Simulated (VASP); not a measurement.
# Vibrations of Beryllium at several levels of theory

How much do the zone-centre frequencies of Beryllium depend on the functional? The starting structure is a measured crystal structure from the Crystallography Open Database.

Calculated with VASP 6.6.1; Kohn-Sham DFT with plane waves and PAW; LDA, PBEsol, PBE, PBEsol + D3(BJ), r2SCAN and r2SCAN + rVV10.

## Step 1: Set-up

It takes space group P6_3/mmc (No. 194, hexagonal). Conventional cell: a = 2.285 Å, b = 2.285 Å, c = 3.584 Å, α = 90.00°, β = 90.00°, γ = 120.00°. Be has 12 Be at 2.23 to 2.29 Å nearest.

Coordinates:

```
Be
1.0
     2.28530    0.00000    0.00000
    -1.14265    1.97913    0.00000
     0.00000    0.00000    3.58420
Be
2
Direct
  0.66667 0.33333 0.75000
  0.33333 0.66667 0.25000
```

## Step 2: Modes with LDA

LDA, the lowest rung, knows the local density alone. The cell comes from a relaxation at this level, not shown (15.14 Å³).

Input file INCAR:

```
SYSTEM = Be
PREC = Accurate
ENCUT = 450
EDIFF = 1E-08
NELM = 100
ISMEAR = 1
SIGMA = 0.15
LREAL = .FALSE.
ALGO = Normal
GGA = CA
NBANDS = 8
LORBIT = 11
LWAVE = .FALSE.
LCHARG = .FALSE.
KPAR = 4
IBRION = 8
ISIF = 2
```

Input file POSCAR:

```
Be
1.0
    2.2275526839      0.0000000000      0.0000000000
   -1.1137763420      1.9291172126      0.0000000000
    0.0000000000      0.0000000000      3.5227364091
Be
2
Direct
    0.6666666667      0.3333333333      0.7500000000
    0.3333333333      0.6666666667      0.2500000000
```

Input file KPOINTS:

```
Automatic mesh
0
Gamma
22 22 12
0 0 0
```

Potentials, in the order of the species: Be (LDA family, release 64).

Launch:

```bash
$ mpirun -np 4 vasp_std
```

Log:

```text
[banner, memory and clock lines left out]
running    4 mpi-ranks, on    1 nodes
 distrk:  each k-point on    1 cores,    4 groups
 distr:  one band on    1 cores,    1 groups

 POSCAR found type information on POSCAR Be
 POSCAR found :  1 types and       2 ions
 LDA part: xc-table for (Slater(with rela. corr.)+CA(PZ))
 , standard interpolation
 POSCAR, INCAR and KPOINTS ok, starting setup
 FFT: planning ... GRIDC
 FFT: planning ... GRID_SOFT
 FFT: planning ... GRID
 WAVECAR not read
 entering main loop
       N       E                     dE             d eps       ncg     rms          rms(c)
DAV:   1    -0.558150775901E+01   -0.55815E+01   -0.16980E+03  6056   0.366E+02
DAV:   2    -0.846871221658E+01   -0.28872E+01   -0.28076E+01  9032   0.348E+01
DAV:   3    -0.847691695265E+01   -0.82047E-02   -0.82039E-02  6064   0.195E+00
DAV:   4    -0.847691808530E+01   -0.11327E-05   -0.11329E-05  8216   0.264E-02
DAV:   5    -0.847691808511E+01    0.18723E-09   -0.63673E-10  6080   0.120E-04    0.127E+00
DAV:   6    -0.843808019649E+01    0.38838E-01   -0.27253E-03  7384   0.375E-01    0.769E-01
DAV:   7    -0.842025211328E+01    0.17828E-01   -0.44911E-03  7904   0.469E-01    0.199E-02
DAV:   8    -0.842024313758E+01    0.89757E-05   -0.74978E-06  6232   0.262E-02    0.529E-03
DAV:   9    -0.842024213172E+01    0.10059E-05   -0.54945E-07  7760   0.617E-03    0.487E-04
DAV:  10    -0.842024212010E+01    0.11623E-07   -0.18513E-09  5328   0.374E-04    0.110E-04
DAV:  11    -0.842024211894E+01    0.11544E-08   -0.25590E-10  3024   0.130E-04
   1 F= -.84202421E+01 E0= -.84202858E+01  d E =0.131105E-03
 Linear response reoptimize wavefunctions to high precision
DAV:   1    -0.842024211887E+01    0.69392E-10   -0.36755E-12  3816   0.185E-05
 Linear response DOF=           2
 Linear response progress:
  Degree of freedom:   1/  2
       N       E                     dE             d eps       ncg     rms          rms(c)
RMM:   1    -0.727132319809E-02   -0.72713E-02   -0.28688E-03 56684   0.286E-01
RMM:   2    -0.722612181676E-02    0.45201E-04   -0.24151E-05 42282   0.243E-02    0.258E-02
RMM:   3    -0.723530608408E-02   -0.91843E-05   -0.75427E-07 42527   0.606E-03    0.154E-02
RMM:   5    -0.726996189559E-02    0.39041E-07   -0.70354E-10 43419   0.224E-04    0.123E-04
RMM:   6    -0.726991034021E-02    0.51555E-07    0.13031E-10 43746   0.877E-05    0.543E-06
RMM:   7    -0.726991131459E-02   -0.97438E-09    0.18549E-10 41386   0.331E-06    0.165E-06
 first order change of Fermi-energy   0.26457E-05
 force on displaced ion       1 direction 1 :  -3.901  -0.000   0.000
 Linear response progress:
  Degree of freedom:   2/  2
       N       E                     dE             d eps       ncg     rms          rms(c)
RMM:   1    -0.184877175247E-01   -0.18488E-01    0.26631E-02 20432   0.676E-01
RMM:   2    -0.169250399019E-01    0.15627E-02   -0.51234E-03 13601   0.675E-02    0.115E-01
RMM:   3    -0.158333312906E-01    0.10917E-02   -0.12214E-03 13506   0.930E-02    0.427E-02
RMM:   4    -0.159099028328E-01   -0.76572E-04   -0.42989E-04 13726   0.531E-02    0.405E-03
RMM:   5    -0.158786504149E-01    0.31252E-04    0.15419E-05 14332   0.301E-03    0.699E-04
RMM:   6    -0.158807037595E-01   -0.20533E-05    0.25651E-06 14132   0.506E-04    0.878E-05
RMM:   7    -0.158808162246E-01   -0.11247E-06    0.27327E-07 14703   0.327E-05    0.132E-05
RMM:   8    -0.158808282976E-01   -0.12073E-07    0.21302E-08 13600   0.532E-06    0.924E-07
RMM:   9    -0.158808299379E-01   -0.16403E-08    0.27201E-09 10833   0.594E-07    0.322E-07
 first order change of Fermi-energy   0.21333E-04
 force on displaced ion       1 direction 3 :  -0.000  -0.000  -8.379
 Linear response finished
```

Elapsed: 60 s, on 4 MPI ranks of AMD EPYC 7R43, shared host; peak memory 1.5 GiB.

Lines that name or quote the potential files are left out of all logs, and their timing lines are given in words.

Parts of OUTCAR (step 2):

```text
ion  position               nearest neighbor table
   1  0.667  0.333  0.750-   2 2.18   2 2.18   2 2.18   2 2.18   2 2.18   2 2.18
   2  0.333  0.667  0.250-   1 2.18   1 2.18   1 2.18   1 2.18   1 2.18   1 2.18

  LATTYP: Found a hexagonal cell.
 ALAT       =     2.2275526839
 C/A-ratio  =     1.5814379766

 Subroutine GETGRP returns: Found 24 space group operations
 (whereof 12 operations were pure point group operations)

The static configuration has the point symmetry D_3d.
 The point group associated with its full space group is D_6h.

 Found    364 irreducible k-points:

   k-points           NKPTS =    364   k-points in BZ     NKDIM =    364   number of bands    NBANDS=      8

   dimension x,y,z NGX =    16 NGY =   16 NGZ =   24
   dimension x,y,z NGXF=    32 NGYF=   32 NGZF=   48

   ENCUT  =  450.0 eV  33.07 Ry    5.75 a.u.   3.85  3.85  6.09*2*pi/ulx,y,z

   NELECT =       4.0000    total number of electrons

 k-points in reciprocal lattice and weights: Automatic mesh
   0.00000000  0.00000000  0.00000000       0.000
   0.04545455 -0.00000000  0.00000000       0.001
   0.09090909 -0.00000000  0.00000000       0.001
   0.13636364 -0.00000000  0.00000000       0.001
   0.18181818  0.00000000  0.00000000       0.001
   0.22727273 -0.00000000  0.00000000       0.001
   0.27272727 -0.00000000  0.00000000       0.001
   0.31818182  0.00000000  0.00000000       0.001
   0.36363636 -0.00000000  0.00000000       0.001
[...]
0.36363636  0.27272727  0.50000000       0.001
   0.31818182  0.31818182  0.50000000       0.001

 average (electrostatic) potential at core
       1 -29.8463       2 -29.8463

  Total        0.0002111      0.0002111      0.0000681     -0.0000000      0.0000000      0.0000000
  in kB        0.0223466      0.0223466      0.0072100     -0.0000000      0.0000000      0.0000000
  external PRESSURE =       0.0173010 kB  Pullay stress =       0.0000000 kB

  energy-cutoff  :      450.00
  volume of cell :       15.14
      direct lattice vectors                 reciprocal lattice vectors
     2.227552684  0.000000000  0.000000000     0.448923165  0.259185910  0.000000000
    -1.113776342  1.929117213  0.000000000     0.000000000  0.518371820  0.000000000
     0.000000000  0.000000000  3.522736409     0.000000000  0.000000000  0.283870232

 POSITION                                       TOTAL-FORCE (eV/Angst)
 -----------------------------------------------------------------------------------
      1.11378      0.64304      2.64205        -0.000000      0.000000      0.000000
     -0.00000      1.28608      0.88068         0.000000     -0.000000      0.000000
 -----------------------------------------------------------------------------------
    total drift:                                0.000000     -0.000000      0.000000

 Eigenvectors and eigenvalues of the dynamical matrix
 ----------------------------------------------------

   1 f  =   21.316848 THz   133.937704 2PiTHz  711.053499 cm-1    88.159358 meV
             X         Y         Z           dx          dy          dz
      1.113776  0.643039  2.642052     0.000000    0.000000   -0.707107
     -0.000000  1.286078  0.880684     0.000000    0.000000    0.707107

   2 f  =   14.544292 THz    91.384484 2PiTHz  485.145370 cm-1    60.150333 meV
             X         Y         Z           dx          dy          dz
      1.113776  0.643039  2.642052    -0.206178    0.676380    0.000000
     -0.000000  1.286078  0.880684     0.206178   -0.676380    0.000000

   3 f  =   14.544292 THz    91.384484 2PiTHz  485.145370 cm-1    60.150333 meV
             X         Y         Z           dx          dy          dz
      1.113776  0.643039  2.642052    -0.676380   -0.206178   -0.000000
     -0.000000  1.286078  0.880684     0.676380    0.206178    0.000000

   4 f  =    0.000000 THz     0.000001 2PiTHz    0.000007 cm-1     0.000001 meV
             X         Y         Z           dx          dy          dz
      1.113776  0.643039  2.642052     0.178718   -0.684149   -0.000000
     -0.000000  1.286078  0.880684     0.178718   -0.684149    0.000000

   5 f  =    0.000000 THz     0.000001 2PiTHz    0.000004 cm-1     0.000001 meV
             X         Y         Z           dx          dy          dz
      1.113776  0.643039  2.642052    -0.684149   -0.178718   -0.000000
     -0.000000  1.286078  0.880684    -0.684149   -0.178718    0.000000

   6 f  =    0.000000 THz     0.000000 2PiTHz    0.000000 cm-1     0.000000 meV
             X         Y         Z           dx          dy          dz
      1.113776  0.643039  2.642052     0.000000   -0.000000    0.707107
     -0.000000  1.286078  0.880684     0.000000    0.000000    0.707107

 ELASTIC MODULI CONTR FROM IONIC RELAXATION (kBar)
 Direction    XX          YY          ZZ          XY          YZ          ZX
 --------------------------------------------------------------------------------
 XX        -145.5425    145.5425     -0.0000      0.0000      0.0000      0.0000
 YY         145.5425   -145.5425      0.0000      0.0000     -0.0000     -0.0000
 ZZ          -0.0000      0.0000     -0.0000      0.0000      0.0000      0.0000
 XY           0.0000      0.0000      0.0000   -145.5425      0.0000      0.0000
 YZ           0.0000     -0.0000      0.0000      0.0000     -0.0000     -0.0000
 ZX           0.0000     -0.0000      0.0000      0.0000     -0.0000     -0.0000
 --------------------------------------------------------------------------------
```

The log as kept lacks single lines of electronic cycles.

Energies printed during the response cycles are not total energies of the cell.

LDA: the zone-centre modes are B1g 711.1, E2g 485.1 cm⁻¹.

## Step 3: Modes with LDA at the measured cell

A relaxation of the atoms in the fixed cell, not shown, had nothing to move.

INCAR is that of step 2.

Input file POSCAR:

```
Be
1.0
    2.2853000000      0.0000000000      0.0000000000
   -1.1426500000      1.9791278553      0.0000000000
    0.0000000000      0.0000000000      3.5842000000
Be
2
Direct
    0.6666666667      0.3333333333      0.7500000000
    0.3333333333      0.6666666667      0.2500000000
```

KPOINTS is that of step 2.

Launch:

```bash
$ mpirun -np 4 vasp_std
```

Log:

```text
[... set-up lines as in an earlier step ...]
 entering main loop
       N       E                     dE             d eps       ncg     rms          rms(c)
DAV:   1    -0.577296941403E+01   -0.57730E+01   -0.16515E+03  6048   0.364E+02
DAV:   2    -0.842872835364E+01   -0.26558E+01   -0.25886E+01  9144   0.330E+01
DAV:   3    -0.843725189177E+01   -0.85235E-02   -0.85193E-02  6040   0.189E+00
DAV:   4    -0.843725326750E+01   -0.13757E-05   -0.13761E-05  8288   0.267E-02
[...]
DAV:   9    -0.839205655702E+01    0.77790E-06   -0.44117E-07  7784   0.556E-03    0.408E-04
DAV:  10    -0.839205654513E+01    0.11896E-07   -0.18440E-09  5296   0.366E-04    0.107E-04
DAV:  11    -0.839205654415E+01    0.97775E-09   -0.27057E-10  3024   0.130E-04
   1 F= -.83920565E+01 E0= -.83921336E+01  d E =0.231045E-03
 Linear response reoptimize wavefunctions to high precision
DAV:   1    -0.839205654407E+01    0.81542E-10   -0.41418E-12  3672   0.188E-05
 Linear response DOF=           2
 Linear response progress:
  Degree of freedom:   1/  2
[...]
RMM:   7    -0.693022897061E-02   -0.26967E-09   -0.37269E-11 41449   0.437E-06    0.189E-06
 first order change of Fermi-energy   0.28353E-05
 force on displaced ion       1 direction 1 :  -3.494  -0.000   0.000
 Linear response progress:
  Degree of freedom:   2/  2
       N       E                     dE             d eps       ncg     rms          rms(c)
RMM:   1    -0.163043922674E-01   -0.16304E-01    0.36592E-02 20472   0.649E-01
RMM:   2    -0.160184346973E-01    0.28596E-03   -0.49715E-03 13594   0.645E-02    0.106E-01
RMM:   3    -0.150462815167E-01    0.97215E-03   -0.11220E-03 13508   0.852E-02    0.398E-02
RMM:   4    -0.151222104995E-01   -0.75929E-04   -0.39141E-04 13718   0.489E-02    0.396E-03
RMM:   5    -0.150921151586E-01    0.30095E-04    0.18560E-05 14325   0.301E-03    0.596E-04
RMM:   6    -0.150941558051E-01   -0.20406E-05    0.29231E-06 14100   0.442E-04    0.924E-05
RMM:   7    -0.150942987905E-01   -0.14299E-06    0.33678E-07 14693   0.414E-05    0.114E-05
RMM:   8    -0.150943141803E-01   -0.15390E-07    0.90650E-08 13539   0.487E-06    0.961E-07
RMM:   9    -0.150943189067E-01   -0.47264E-08    0.14505E-10 10939   0.606E-07    0.324E-07
 first order change of Fermi-energy   0.14098E-04
 force on displaced ion       1 direction 3 :  -0.000   0.000  -7.060
 Linear response finished
```

Run time: 62 s. Hardware: 4 MPI ranks; peak memory 1.6 GiB; 4 min of CPU time.

OUTCAR, selected parts (step 3):

```text
  Total       -0.8635999     -0.8635999     -0.6884176      0.0000000      0.0000000      0.0000000
  in kB      -85.3520343    -85.3520343    -68.0382656      0.0000000      0.0000000      0.0000000
  external PRESSURE =     -79.5807781 kB  Pullay stress =       0.0000000 kB

 POSITION                                       TOTAL-FORCE (eV/Angst)
 -----------------------------------------------------------------------------------
      1.14265      0.65971      2.68815        -0.000000      0.000000      0.000000
     -0.00000      1.31942      0.89605         0.000000      0.000000      0.000000
 -----------------------------------------------------------------------------------
    total drift:                                0.000000     -0.000000      0.000000

[... 1 part as in an earlier step ...]

[... 1 further part left out ...]
```

With LDA at the measured cell the modes are B1g 652.7, E2g 459.2 cm⁻¹; the largest shift is -58.4 cm⁻¹, in B1g, from LDA.

## Step 4: Modes with PBEsol

PBEsol restores the gradient expansion of exchange and is tuned for the cells of solids. The cell comes from a relaxation at this level, not shown (15.71 Å³).

INCAR, as its differences from that of step 3:

```diff
@@ -9,3 +9,3 @@
 ALGO = Normal
-GGA = CA
+GGA = PS
 NBANDS = 8
```

Input file POSCAR:

```
Be
1.0
    2.2556095242      0.0000000000      0.0000000000
   -1.1278047621      1.9534151490      0.0000000000
    0.0000000000      0.0000000000      3.5649944655
Be
2
Direct
    0.6666666667      0.3333333333      0.7500000000
    0.3333333333      0.6666666667      0.2500000000
```

KPOINTS is that of step 3.

Potentials, in the order of the species: Be (PBE family, release 64).

Launch:

```bash
$ mpirun -np 4 vasp_std
```

Log:

```text
[banner, memory and clock lines left out]
running    4 mpi-ranks, on    1 nodes
[...]
|                                                                             |
|               ----> ADVICE to this user running VASP <----                  |
|                                                                             |
|     You enforced a specific xc type in the INCAR file but a different       |
|     [... a line on the potential file left out ...]
|     I HOPE YOU KNOW WHAT YOU ARE DOING!                                     |
|                                                                             |

 LDA part: xc-table for (Slater+PW92), standard interpolation
 POSCAR, INCAR and KPOINTS ok, starting setup
[...]
entering main loop
       N       E                     dE             d eps       ncg     rms          rms(c)
DAV:   1    -0.482685968617E+01   -0.48269E+01   -0.16258E+03  5944   0.363E+02
DAV:   2    -0.801962935096E+01   -0.31928E+01   -0.30992E+01  9536   0.432E+01
[...]
RMM:   7    -0.665318103995E-02    0.45673E-08   -0.28385E-10 40511   0.287E-06    0.180E-06
 first order change of Fermi-energy   0.27223E-05
 force on displaced ion       1 direction 1 :  -3.701  -0.000   0.000
 Linear response progress:
  Degree of freedom:   2/  2
       N       E                     dE             d eps       ncg     rms          rms(c)
RMM:   1    -0.160794619782E-01   -0.16079E-01    0.36887E-02 21213   0.654E-01
RMM:   2    -0.154522614187E-01    0.62720E-03   -0.17428E-03 13657   0.883E-02    0.104E-01
RMM:   3    -0.147998189260E-01    0.65244E-03   -0.79627E-04 13500   0.895E-02    0.387E-02
RMM:   4    -0.149004635290E-01   -0.10064E-03   -0.41393E-04 13856   0.502E-02    0.396E-03
RMM:   5    -0.148666244929E-01    0.33839E-04    0.22123E-05 14399   0.330E-03    0.573E-04
RMM:   6    -0.148690813901E-01   -0.24569E-05    0.34753E-06 14256   0.272E-04    0.613E-05
RMM:   7    -0.148692302390E-01   -0.14885E-06    0.48045E-07 14662   0.288E-05    0.154E-05
RMM:   8    -0.148693268488E-01   -0.96610E-07   -0.47250E-08 14556   0.100E-05    0.683E-07
RMM:   9    -0.148693217337E-01    0.51151E-08   -0.41337E-09 12543   0.810E-07    0.243E-07
 first order change of Fermi-energy   0.19190E-04
 force on displaced ion       1 direction 3 :  -0.000   0.000  -8.243
 Linear response finished
```

Elapsed: 68 s, on 4 MPI ranks; peak memory 1.5 GiB; 4.4 min of CPU time.

From OUTCAR (step 4):

```text
  Total        0.0001130      0.0001130     -0.0001044      0.0000000      0.0000000      0.0000000
  in kB        0.0115297      0.0115297     -0.0106532      0.0000000      0.0000000      0.0000000
  external PRESSURE =       0.0041354 kB  Pullay stress =       0.0000000 kB

 POSITION                                       TOTAL-FORCE (eV/Angst)
 -----------------------------------------------------------------------------------
      1.12780      0.65114      2.67375        -0.000000      0.000000      0.000000
     -0.00000      1.30228      0.89125         0.000000     -0.000000      0.000000
 -----------------------------------------------------------------------------------
    total drift:                                0.000000     -0.000000      0.000000

[... 1 part as in an earlier step ...]

[... 1 further part left out ...]
```

With PBEsol the modes are B1g 705.3, E2g 472.6 cm⁻¹; the largest shift is -12.5 cm⁻¹, in E2g, from LDA.

(Part 1 of 2 ends here.)

[Lines on the potential files, build, host, timing and source positions are cut from VASP's logs without a mark.]

[Logs are printed without paths, hosts, clocks, repeated set-up lines and the standing remarks that a program may print on its own settings, such as how far it seeks lower states.]

[Hosts, paths, dates, database ids (printed as entryN), source tags and the programs' standing remarks are cut or masked in the printed files.]
